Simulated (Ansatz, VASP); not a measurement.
## Cross-check of Ta27Cu65N27 (Cu(111) on TaN(111), film 8.4 A thick, N-terminated TaN) between VASP and Ansatz

Wanted: the spread between two codes on one cell, functional and k mesh. The cell is taken from a series of runs on this material, whose earlier steps may have relaxed, scaled, displaced or heated it; both programs get it as it stands.

Method: plane waves, with VASP 6.6.1 beside it; PBE, in Ansatz 0.2.0.

## (1) Starting point

The cell holds 119 atoms: 27 Ta, 27 N and 65 Cu. Its edges and angles: a = 9.376 Å, b = 9.376 Å, c = 30.474 Å, α = 90.0°, β = 90.0°, γ = 120.0°. It derives from TaN. As first built, before any earlier steps moved the atoms or strained the cell (in the runner's words): Cu(111) slab, 5 repeats (8.4 A between outer planes), strained in the plane by up to 1.2 % to a cell of 76 A^2 of TaN(111) (3 repeats), N-terminated TaN;, lowest layers held; starting gap 1.7 A. Of 3 lateral registries the lowest after a short relaxation was kept. Relaxed with the MACE-MP-0b2 potential. Lattice constants are starting values near those of PBE. Vacuum lies along c.

## (2) VASP: single point, PBE

With cell and atoms fixed, the geometry can't cause a difference; cores, projectors, grids and the points listed under the comparison can.

Lines of VASP's logs that name or quote its potential files are left out, and so is its time.

INCAR reads:

```
SYSTEM = Ta27Cu65N27
PREC = Accurate
ENCUT = 520
EDIFF = 1E-06
NELM = 120
ISMEAR = -1
SIGMA = 0.1
LREAL = Auto
ALGO = Normal
GGA = PE
NBANDS = 665
LASPH = .TRUE.
LORBIT = 11
LWAVE = .FALSE.
LCHARG = .FALSE.
ISIF = 2
GGA_COMPAT = .FALSE.
```

POSCAR reads:

```
Ta27Cu65N27
1.0
    9.3762400000      0.0000000000      0.0000000000
   -4.6881200000      8.1200600000      0.0000000000
    0.0000000000      0.0000000000     30.4743900000
Ta N Cu
27 27 65
Direct
    0.1116400000      0.2214100000      0.2313000000
    0.9973300000      0.9985400000      0.3135600000
    0.2199800000      0.1162300000      0.3941000000
    0.1086800000      0.5571400000      0.2290600000
    0.0030000000      0.3350900000      0.3134800000
    0.2193700000      0.4384300000      0.3934400000
    0.1131800000      0.8921800000      0.2296400000
    0.0006500000      0.6675400000      0.3136200000
    0.2248100000      0.7762400000      0.4077300000
    0.4446300000      0.2250600000      0.2296300000
    0.3336000000      0.0023900000      0.3132800000
    0.5537900000      0.1054200000      0.3943800000
    0.4478000000      0.5545000000      0.2289400000
    0.3205600000      0.3274100000      0.3164300000
    0.5561500000      0.4483300000      0.4047100000
    0.4462600000      0.8876500000      0.2296500000
    0.3317900000      0.6654800000      0.3137600000
    0.5573800000      0.7813700000      0.3927100000
    0.7760400000      0.2240100000      0.2297300000
    0.6602500000      0.9971200000      0.3137400000
    0.8953500000      0.1099600000      0.4037800000
    0.7742200000      0.5500200000      0.2285900000
    0.6675200000      0.3391700000      0.3091200000
    0.8887400000      0.4455200000      0.3947600000
    0.7754500000      0.8910500000      0.2296400000
    0.6702300000      0.6678100000      0.3127400000
    0.8867400000      0.7755300000      0.3931900000
    0.2218200000      0.1113800000      0.2726100000
    0.0888400000      0.2104500000      0.3547900000
    0.0003300000      0.9966000000      0.4344000000
[... 83 atom lines left out ...]
    0.8810400000      0.9183700000      0.8807600000
    0.8654000000      0.3330200000      0.6088600000
    0.8048100000      0.1504800000      0.6768400000
    0.9842400000      0.2791600000      0.7448300000
    0.8554900000      0.3287300000      0.8133600000
    0.8041400000      0.1489300000      0.8807300000
```

KPOINTS reads:

```
Automatic mesh
0
Gamma
2 2 1
0 0 0
```

Potentials, in the order of the species: Ta_pv, N and Cu (PBE family, release 64).

On the command line:

```console
$ export OMP_NUM_THREADS=3
$ mpirun -np 1 vasp_std
```

Numbers of over 12 decimals in the logs are rounded to 6 here.

What it wrote:

```text
[banner, memory and clock lines left out]
running    1 mpi-ranks, on    1 nodes
[...]
Offloading initialized ...    1 GPUs detected
[...]
LDA part: xc-table for (Slater+PW92), standard interpolation
 POSCAR, INCAR and KPOINTS ok, starting setup
[...]
entering main loop
       N       E                     dE             d eps       ncg     rms          rms(c)
DAV:   1     0.153763976625E+05    0.15376E+05   -0.49878E+05  5384   0.226E+03
DAV:   2     0.275988469994E+04   -0.12617E+05   -0.12158E+05  5320   0.632E+02
DAV:   3    -0.199354300291E+03   -0.29592E+04   -0.27375E+04  5904   0.305E+02
DAV:   4    -0.865447091470E+03   -0.66609E+03   -0.60005E+03  8456   0.135E+02
[...]
DAV:  46    -0.801866791934E+03    0.17356E-05   -0.81898E-06  5816   0.185E-02    0.910E-03
DAV:  47    -0.801866792553E+03   -0.61921E-06   -0.11129E-05  5616   0.811E-03    0.760E-03
DAV:  48    -0.801866792566E+03   -0.12224E-07   -0.18965E-06  3152   0.410E-03
   1 F= -.80186679E+03 E0= -.80112386E+03  d E =-.148587E+01
```

From OUTCAR (step 2):

```text
  FREE ENERGIE OF THE ION-ELECTRON SYSTEM (eV)
  ---------------------------------------------------
  free  energy   TOTEN  =      -801.8667925656 eV

  energy  without entropy=     -800.3809252267  energy(sigma->0) =     -801.12385890
```

This run has no spin polarisation, so a moment on Cu, if there is one, isn't seen. Its electron count is odd, so without a moment it is a metal by construction.

## (3) Ansatz: single point, PBE

Ansatz runs on its default PAW (the set named soft_2) files.

The same cell, functional, mesh and smearing now go to Ansatz, which takes its cutoff from its data sets.

input.yaml reads:

```yaml
crystal:
  lattice:
    - [9.37624, 0.0, 0.0]
    - [-4.68812, 8.12006, 0.0]
    - [0.0, 0.0, 30.47439]
  atoms:
    - { symbol: Ta, position: [0.11164, 0.22141, 0.2313] }
    - { symbol: "N", position: [0.22182, 0.11138, 0.27261] }
    - { symbol: Ta, position: [0.99733, 0.99854, 0.31356] }
    - { symbol: "N", position: [0.08884, 0.21045, 0.35479] }
    - { symbol: Ta, position: [0.21998, 0.11623, 0.3941] }
    - { symbol: "N", position: [0.00033, 0.9966, 0.4344] }
    - { symbol: Ta, position: [0.10868, 0.55714, 0.22906] }
    - { symbol: "N", position: [0.21932, 0.4423, 0.27129] }
    - { symbol: Ta, position: [0.003, 0.33509, 0.31348] }
    - { symbol: "N", position: [0.1176, 0.57053, 0.35579] }
    - { symbol: Ta, position: [0.21937, 0.43843, 0.39344] }
    - { symbol: "N", position: [0.99752, 0.33502, 0.43312] }
    - { symbol: Ta, position: [0.11318, 0.89218, 0.22964] }
    - { symbol: "N", position: [0.22518, 0.77702, 0.27126] }
    - { symbol: Ta, position: [0.00065, 0.66754, 0.31362] }
    - { symbol: "N", position: [0.11994, 0.88571, 0.35489] }
    - { symbol: Ta, position: [0.22481, 0.77624, 0.40773] }
    - { symbol: "N", position: [0.99551, 0.66192, 0.43214] }
    - { symbol: Ta, position: [0.44463, 0.22506, 0.22963] }
    - { symbol: "N", position: [0.56119, 0.11273, 0.27165] }
    - { symbol: Ta, position: [0.3336, 0.00239, 0.31328] }
    - { symbol: "N", position: [0.45525, 0.23357, 0.35354] }
    - { symbol: Ta, position: [0.55379, 0.10542, 0.39438] }
    - { symbol: "N", position: [0.33472, 0.0061, 0.43022] }
    - { symbol: Ta, position: [0.4478, 0.5545, 0.22894] }
    - { symbol: "N", position: [0.55365, 0.44659, 0.27144] }
    - { symbol: Ta, position: [0.32056, 0.32741, 0.31643] }
    - { symbol: "N", position: [0.4529, 0.54985, 0.35437] }
    - { symbol: Ta, position: [0.55615, 0.44833, 0.40471] }
    - { symbol: "N", position: [0.33179, 0.33215, 0.434] }
    - { symbol: Ta, position: [0.44626, 0.88765, 0.22965] }
    - { symbol: "N", position: [0.55335, 0.77632, 0.27209] }
    - { symbol: Ta, position: [0.33179, 0.66548, 0.31376] }
    - { symbol: "N", position: [0.42475, 0.87965, 0.35487] }
    - { symbol: Ta, position: [0.55738, 0.78137, 0.39271] }
    - { symbol: "N", position: [0.33867, 0.66264, 0.43046] }
    - { symbol: Ta, position: [0.77604, 0.22401, 0.22973] }
    - { symbol: "N", position: [0.88885, 0.11312, 0.27139] }
    - { symbol: Ta, position: [0.66025, 0.99712, 0.31374] }
    - { symbol: "N", position: [0.7779, 0.2216, 0.35293] }
    - { symbol: Ta, position: [0.89535, 0.10996, 0.40378] }
    - { symbol: "N", position: [0.66525, 0.0023, 0.43025] }
    - { symbol: Ta, position: [0.77422, 0.55002, 0.22859] }
    - { symbol: "N", position: [0.88903, 0.44344, 0.27108] }
    - { symbol: Ta, position: [0.66752, 0.33917, 0.30912] }
    - { symbol: "N", position: [0.76456, 0.54469, 0.35405] }
    - { symbol: Ta, position: [0.88874, 0.44552, 0.39476] }
    - { symbol: "N", position: [0.66435, 0.32879, 0.43109] }
    - { symbol: Ta, position: [0.77545, 0.89105, 0.22964] }
    - { symbol: "N", position: [0.88767, 0.77559, 0.27072] }
    - { symbol: Ta, position: [0.67023, 0.66781, 0.31274] }
    - { symbol: "N", position: [0.78326, 0.90123, 0.35425] }
    - { symbol: Ta, position: [0.88674, 0.77553, 0.39319] }
    - { symbol: "N", position: [0.66866, 0.67255, 0.43225] }
    - { symbol: Cu, position: [0.15476, 0.40421, 0.60832] }
    - { symbol: Cu, position: [0.11293, 0.22765, 0.6768] }
    - { symbol: Cu, position: [0.29203, 0.35419, 0.74485] }
    - { symbol: Cu, position: [0.16335, 0.40583, 0.81304] }
    - { symbol: Cu, position: [0.11199, 0.22623, 0.8805] }
    - { symbol: Cu, position: [0.46278, 0.47383, 0.61001] }
    - { symbol: Cu, position: [0.42237, 0.29943, 0.67657] }
    - { symbol: Cu, position: [0.59877, 0.43007, 0.74562] }
    - { symbol: Cu, position: [0.47064, 0.48251, 0.8134] }
    - { symbol: Cu, position: [0.41932, 0.30284, 0.88075] }
    - { symbol: Cu, position: [0.37747, 0.70649, 0.60868] }
    - { symbol: Cu, position: [0.33993, 0.53259, 0.67631] }
    - { symbol: Cu, position: [0.5205, 0.66227, 0.74549] }
    - { symbol: Cu, position: [0.39348, 0.71352, 0.81345] }
    - { symbol: Cu, position: [0.3422, 0.53366, 0.88079] }
    - { symbol: Cu, position: [0.32203, 0.95692, 0.60857] }
    - { symbol: Cu, position: [0.26537, 0.7693, 0.67614] }
    - { symbol: Cu, position: [0.44502, 0.89336, 0.74499] }
    - { symbol: Cu, position: [0.31693, 0.94405, 0.81341] }
    - { symbol: Cu, position: [0.26554, 0.76454, 0.88099] }
    - { symbol: Cu, position: [0.24605, 0.18397, 0.6082] }
    - { symbol: Cu, position: [0.18769, 0.99786, 0.67586] }
    - { symbol: Cu, position: [0.36784, 0.12239, 0.74495] }
    - { symbol: Cu, position: [0.23978, 0.17457, 0.81304] }
    - { symbol: Cu, position: [0.18872, 0.99547, 0.88074] }
    - { symbol: Cu, position: [0.77777, 0.56214, 0.61361] }
    - { symbol: Cu, position: [0.73139, 0.38034, 0.67773] }
    - { symbol: Cu, position: [0.90763, 0.50953, 0.74556] }
    - { symbol: Cu, position: [0.77828, 0.55925, 0.81367] }
    - { symbol: Cu, position: [0.72715, 0.37958, 0.88089] }
    - { symbol: Cu, position: [0.68689, 0.7709, 0.60848] }
    - { symbol: Cu, position: [0.64413, 0.60693, 0.67831] }
    - { symbol: Cu, position: [0.82799, 0.73881, 0.7459] }
    - { symbol: Cu, position: [0.70098, 0.79054, 0.81357] }
    - { symbol: Cu, position: [0.65005, 0.61062, 0.88096] }
    - { symbol: Cu, position: [0.63137, 0.01563, 0.60869] }
    - { symbol: Cu, position: [0.56898, 0.83852, 0.67574] }
    - { symbol: Cu, position: [0.7511, 0.96962, 0.74514] }
    - { symbol: Cu, position: [0.62428, 0.02081, 0.81343] }
    - { symbol: Cu, position: [0.57293, 0.84136, 0.88096] }
    - { symbol: Cu, position: [0.56858, 0.26088, 0.60815] }
    - { symbol: Cu, position: [0.49959, 0.07313, 0.67562] }
    - { symbol: Cu, position: [0.67562, 0.20018, 0.74539] }
    - { symbol: Cu, position: [0.54725, 0.25121, 0.81348] }
    - { symbol: Cu, position: [0.49626, 0.07193, 0.88092] }
    - { symbol: Cu, position: [0.0775, 0.65176, 0.60906] }
    - { symbol: Cu, position: [0.03786, 0.46407, 0.67636] }
    - { symbol: Cu, position: [0.21512, 0.5866, 0.74497] }
    - { symbol: Cu, position: [0.08642, 0.6366, 0.81342] }
    - { symbol: Cu, position: [0.03503, 0.45669, 0.88074] }
    - { symbol: Cu, position: [0.00523, 0.87859, 0.60841] }
    - { symbol: Cu, position: [0.95807, 0.69426, 0.67801] }
    - { symbol: Cu, position: [0.1378, 0.81728, 0.74534] }
    - { symbol: Cu, position: [0.00913, 0.86725, 0.81339] }
    - { symbol: Cu, position: [0.95803, 0.68759, 0.88091] }
    - { symbol: Cu, position: [0.93229, 0.0941, 0.61125] }
    - { symbol: Cu, position: [0.87338, 0.91443, 0.67711] }
    - { symbol: Cu, position: [0.05954, 0.04651, 0.74482] }
    - { symbol: Cu, position: [0.93223, 0.09813, 0.81302] }
    - { symbol: Cu, position: [0.88104, 0.91837, 0.88076] }
    - { symbol: Cu, position: [0.8654, 0.33302, 0.60886] }
    - { symbol: Cu, position: [0.80481, 0.15048, 0.67684] }
    - { symbol: Cu, position: [0.98424, 0.27916, 0.74483] }
    - { symbol: Cu, position: [0.85549, 0.32873, 0.81336] }
    - { symbol: Cu, position: [0.80414, 0.14893, 0.88073] }
kpoints:
  mp_grid: { grid: [2, 2, 1] }
hamiltonian:
  xc: pbe
scf:
  occupations: { method: fermi_dirac, width: 0.1 }
output:
  forces: true
  eigenvalues: true
```

On the command line:

```console
$ ansatz run input.yaml --threads 5 --pin off --max-ram 76800MiB --backend cuda --events-out ev --progress --plain --runs-dir out
```

What it wrote:

```text
Engine: ansatz 0.2.0, x86_64-unknown-linux-gnu
Pseudopotentials: kind: paw
Pseudopotential: Ta, paw, valence charge 13, recommended cutoff 420 eV (normal), Ta.paw.azcp
Pseudopotential: N, paw, valence charge 5, recommended cutoff 420 eV (normal), N.paw.azcp
Pseudopotential: Cu, paw, valence charge 19, recommended cutoff 420 eV (normal), Cu.paw.azcp
Functional definition: PBE
  parameter kappa = 0.804
  parameter beta = 0.066725
  exchange = pbe_x(kappa = kappa, mu = beta*pi^2/3)
  correlation = pbe_c(beta = beta)
device memory: the entry about to start is reckoned to put 41.2 GiB on a device that reports 72.1 GiB free
GPU FFT provider: cuFFT
GPU libraries: cuBLAS 13.8.2, cuFFT 12.4.0, cuSOLVER 12.3.4
Crystal: 119 atoms, lattice volume = 2320.187 Å³
Basis set: ecut = 420 eV, 45401 PW (Γ), exchange–correlation on 128×128×432 points (8 copies of the dense FFT grid, shifted against one another)
Bands: 1033, of which v1, the nominal top of the filled ones, is band 861 counted from 1 (860 counted from 0)
Symmetry: 1 space group operations
Space group: P1 (ITA 1), of the structure as read, at distance tolerance 1.3e-4 Å
k-points: 4
Non-local potential: Ta, projectors of the file, l = 0: 3, l = 1: 2, l = 2: 2, l = 3: 1
Non-local potential: N, projectors of the file, l = 0: 2, l = 1: 2, l = 2: 1
Non-local potential: Cu, projectors of the file, l = 0: 3, l = 1: 2, l = 2: 3, l = 3: 1
PAW form: soft (Blöchl's): semilocal exchange-correlation on the pseudo side does not see the compensation charge
PAW one-centre angular grid: Ta, 590 points (default); XC on 64 Gauss nodes
PAW one-centre angular grid: N, 110 points (default); XC on 64 Gauss nodes
PAW one-centre angular grid: Cu, 590 points (default); XC on 64 Gauss nodes
Initial density: superposition of atomic densities (neutral atoms: chi_scale 0, normalization atom), corrected by the library's trained network
Initial wavefunctions: pseudopotential atomic-orbital guess
GPU buffer pool allocated for 884736 grid points (all kernels)
GPU transforms: local potential and band sums: pruned to the plane-wave sphere, on 64×64×216
Functional: x = pbe(κ = 0.804, μ = 0.219515), c = pbe(β = 0.066725)
SCF iter   1: F=—  HF=-709194.663223 eV  |F-HF|=—  |Δ(HF+E_count)|=         —  Δρ=2.00e-2  dr2=5.31e2  ethr=1.77e-3  ⟨swp⟩=7.0  Hψ=17002  notcnv=0  defer=172
preconditioner: auto → LDOS  [metal: Δε(μ)=0.001 eV  Ē_g=6.767 eV  σ=0.100 eV  W_gap=0.00  n_scr=672 (ndim 8)  ℏωp=24.2 eV  f_vac=0.344  D(μ)=46.15/eV (n_scr^D=264)  β→1.0]
SCF iter   2: F=—  HF=-709189.979375 eV  |F-HF|=—  |Δ(HF+E_count)|=    4.68e0  Δρ=7.65e-3  dr2=4.07e0  ethr=1.77e-3  ⟨swp⟩=2.0  Hψ=5029  notcnv=0  defer=309
SCF iter   3: F=—  HF=-709190.170540 eV  |F-HF|=—  |Δ(HF+E_count)|=   1.91e-1  Δρ=1.16e-2  dr2=2.48e0  ethr=2.36e-4  ⟨swp⟩=2.0  Hψ=7006  notcnv=0  defer=282
SCF iter   4: F=—  HF=-709189.894701 eV  |F-HF|=—  |Δ(HF+E_count)|=   2.76e-1  Δρ=6.77e-3  dr2=7.12e-1  ethr=1.44e-4  ⟨swp⟩=2.0  Hψ=6526  notcnv=0  defer=282
SCF iter   5: F=—  HF=-709189.748518 eV  |F-HF|=—  |Δ(HF+E_count)|=   1.46e-1  Δρ=1.11e-3  dr2=2.30e-2  ethr=4.14e-5  ⟨swp⟩=2.0  Hψ=6442  notcnv=0  defer=288
SCF iter   6: F=—  HF=-709189.761239 eV  |F-HF|=—  |Δ(HF+E_count)|=   1.27e-2  Δρ=5.18e-4  dr2=4.91e-3  ethr=1.34e-6  ⟨swp⟩=2.0  Hψ=5699  notcnv=0  defer=288
SCF iter   7: F=—  HF=-709189.775541 eV  |F-HF|=—  |Δ(HF+E_count)|=   1.43e-2  Δρ=1.73e-4  dr2=6.61e-4  ethr=2.86e-7  ⟨swp⟩=2.0  Hψ=7266  notcnv=0  defer=288
SCF iter   8: F=—  HF=-709189.745545 eV  |F-HF|=—  |Δ(HF+E_count)|=   3.00e-2  Δρ=1.03e-4  dr2=3.01e-4  ethr=3.84e-8  ⟨swp⟩=3.0  Hψ=7445  notcnv=0  defer=288
SCF iter   9: F=—  HF=-709189.745579 eV  |F-HF|=—  |Δ(HF+E_count)|=   3.39e-5  Δρ=3.37e-5  dr2=3.63e-5  ethr=1.75e-8  ⟨swp⟩=2.0  Hψ=5392  notcnv=0  defer=288
SCF iter  10: F=—  HF=-709189.766561 eV  |F-HF|=—  |Δ(HF+E_count)|=   2.10e-2  Δρ=2.22e-5  dr2=1.24e-5  ethr=2.11e-9  ⟨swp⟩=3.0  Hψ=5568  notcnv=0  defer=288
SCF iter  11: F=—  HF=-709189.766559 eV  |F-HF|=—  |Δ(HF+E_count)|=   1.51e-6  Δρ=7.74e-6  dr2=1.21e-6  ethr=7.20e-10  ⟨swp⟩=2.0  Hψ=5350  notcnv=0  defer=288
SCF iter  12: F=—  HF=-709189.766560 eV  |F-HF|=—  |Δ(HF+E_count)|=   5.18e-7  Δρ=4.68e-6  dr2=4.45e-7  ethr=7.02e-11  ⟨swp⟩=3.0  Hψ=7067  notcnv=0  defer=288
SCF iter  13: F=—  HF=-709189.766560 eV  |F-HF|=—  |Δ(HF+E_count)|=   7.66e-8  Δρ=3.20e-6  dr2=1.78e-7  ethr=2.58e-11  ⟨swp⟩=3.0  Hψ=7085  notcnv=0  defer=288
SCF iter  14: F=-709189.766560 eV  HF=-709189.766560 eV  |F-HF|=1.37e-8  |Δ(HF+E_count)|=   1.25e-8  Δρ=9.32e-7  dr2=2.05e-8  ethr=5.81e-12  ⟨swp⟩=14.8  Hψ=20583  notcnv=0
SCF 1 converged in 14 iterations: F = -709189.766560 eV  dr2 = 2.05e-8
  greatest PAW one-centre occupation: 1.000 electrons in one spin orbital (limit 2), on the Cu atom at site 89 (counted from 0), in its partial waves of l = 0
SCF converged after 14 iterations
Free energy (F): -709189.766560 eV
[...]
```

## (4) Differences

Known differences besides the potentials themselves: the data sets hold 1721 valence electrons in Ansatz (on its default PAW (the set named soft_2) files) and 1147 in VASP; the cutoff is 420 eV in Ansatz and 520 eV in VASP (PREC = Accurate, projectors in real space). Total energies have different zeros and are not compared.

Forces on 9 of the 119 atoms, those with the largest forces and the largest differences (eV/Å; atoms numbered as in POSCAR):

```tsv
atom	Ansatz x, y, z	VASP x, y, z
Ta3	-0.095, 0.028, 2.632	-0.101, 0.033, 2.621
Ta12	0.002, 0.207, 3.057	-0.001, 0.207, 3.044
Ta15	-0.117, -0.318, 2.909	-0.120, -0.323, 2.874
Ta21	0.098, 0.188, 3.107	0.087, 0.194, 3.076
Ta24	0.246, -0.088, 3.275	0.246, -0.089, 3.266
Ta27	-0.105, 0.196, 2.683	-0.106, 0.194, 2.678
N30	-0.412, 0.279, -2.641	-0.388, 0.263, -2.572
N39	0.296, -0.454, -1.353	0.293, -0.419, -1.285
N45	-0.721, 0.483, -1.260	-0.686, 0.462, -1.190
```

The forces differ by 14 meV/Å r.m.s., which is 2.4 % of the r.m.s. force of 0.591 eV/Å (both taken over all components). Where the cell holds vacuum, a pressure given here is an average over it and none of the material.

## (5) Outcome

```yaml
r_m_s_force_difference_single_point_pbe: 2.4 % of the r.m.s. force
```

The r.m.s. force difference is 2.4 % of the r.m.s. force (single point, PBE), within the 3 % picked in this series as the mark of a large difference. The data sets hold unlike numbers of valence electrons (1721 in Ansatz and 1147 in VASP), so part of the differences may come from the potentials. Such differences can come from data sets, numerical settings and the points named under the comparisons, not from the functional's error against experiment.

[Lines on the potential files, build, host, timing and source positions are cut from VASP's logs without a mark.]

[Logs are printed without paths, hosts, clocks, repeated set-up lines and the standing remarks that a program may print on its own settings, such as how far it seeks lower states.]

[Hosts, paths, dates, database ids (printed as entryN), source tags and the programs' standing remarks are cut or masked in the printed files.]
